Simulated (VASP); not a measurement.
A VASP calculation is set up with these files.

POSCAR:
```
WSi2
4.5951490
 -0.3480988321   0.3521763930   0.8687916322
  0.3480988321  -0.3521763930   0.8687916322
  0.3480988321   0.3521763930  -0.8687916322
Si W
2 1
Cart
 -0.0000000000   0.0000000000   1.1554928709
  0.0000000000   0.0000000000   0.5820903936
  0.0211866873  -0.0000000000   0.0000000000
```

### KPOINTS
```
Automatic mesh
0
Gamma
12 12 12
0 0 0
```

INCAR:
```
! general
SYSTEM   =WSi2
PREC     =Accurate
ENCUT    =400
LREAL    =F   ! projection in real space or not
LASPH    =T

! electronic loop
EDIFF    =1E-6   ! SCF stop (eV)
NELM     =100   ! most electronic steps
ALGO     =Normal
LMAXMIX  =6   ! l cut-off of mixed one-centre charges

! smearing
ISMEAR   =1
SIGMA    =0.1

! functional
GGA      =PE

! DFT+U
LDAU     =T
LDAUTYPE =2   ! Dudarev
LDAUL    =-1 2
LDAUU    =0 4.0
LDAUJ    =0 0
LDAUPRINT=1

! ions
ISIF     =2   ! forces and stress, cell fixed

! output
LWAVE    =F
LCHARG   =F
LORBIT   =10
```

POTCAR, in this order: Si W_sv (PBE.64 set). Program: vasp_std.

**Question.** Write an equivalent input for Quantum ESPRESSO's pw.x.

**Answer.** One equivalent input (not run):
```
&CONTROL
  calculation = 'scf'
  pseudo_dir = './pseudo'
  outdir = './out'
  tprnfor = .true.
  tstress = .true.
/
&SYSTEM
  ibrav = 0
  nat = 3
  ntyp = 2
  ecutwfc = 74
  occupations = 'smearing'
  smearing = 'methfessel-paxton'
  degauss = 0.00735
  input_dft = 'pbe'
/
&ELECTRONS
  conv_thr = 7.3e-08
  electron_maxstep = 100
/
ATOMIC_SPECIES
  Si 28.085 Si.upf
  W 183.840 W.upf
CELL_PARAMETERS angstrom
    -1.5995660    1.6183030    3.9922270
     1.5995660   -1.6183030    3.9922270
     1.5995660    1.6183030   -3.9922270
ATOMIC_POSITIONS crystal
  Si   0.6650000  0.6650000  0.0000000
  Si   0.3350000  0.3350000  0.0000000
  W   -0.0000000  0.0304320  0.0304320
K_POINTS automatic
  12 12 12 0 0 0
HUBBARD {ortho-atomic}
U W-5d 4
```
What does not carry over: the potentials are each code's own (VASP's PAW set, PseudoDojo norm-conserving files in pw.x), so ENCUT and ecutwfc are chosen apart and not converted; conv_thr bounds pw.x's estimated SCF error, while EDIFF bounds the energy change between steps; the +U projectors differ (PAW spheres against orthogonalised atomic orbitals), so the same U acts differently.

The compound is WSi2 in the MoSi2 type structure. The cell was not relaxed at this level. The run is one of a series of settings (LDAU = .TRUE., LDAUJ = 0 0, LDAUL = -1 2, LDAUTYPE = 2, LDAUU = 0 4.0 against the base run), some of them coarse on purpose.
